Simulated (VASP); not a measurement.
```
CELL_PARAMETERS angstrom
      0.00000     2.75985     2.75985
      2.75985     0.00000     2.75985
      2.75985     2.75985     0.00000
ATOMIC_POSITIONS crystal
  Ca 0.00000 0.00000 0.00000
  F  0.25000 0.25000 0.25000
  F  0.75000 0.75000 0.75000
```

All values below come from optB88-vdW, VASP's PBE PAW potentials (set 64) (plane waves; VASP). Numerical set-up: 520 eV cut-off, 7×7×7 Γ-centred mesh, Gaussian smearing of 0.050 eV, potentials Ca_sv F.

### Question
The job: CaF₂ (fluorite), 3 atoms, optB88-vdW, static run, 520 eV, 7×7×7 Γ-centred mesh. Roughly how much core time does it take on a busy server core?

### Answer
About 70 core-seconds (one run on a shared machine, a rough figure). It had 20 irreducible k-points, 16 bands, up to 1150 plane waves and 15 electronic steps.

The compound is CaF2 in the fluorite structure. This cell is one point of a volume scan, at 1.03 of the reference volume.
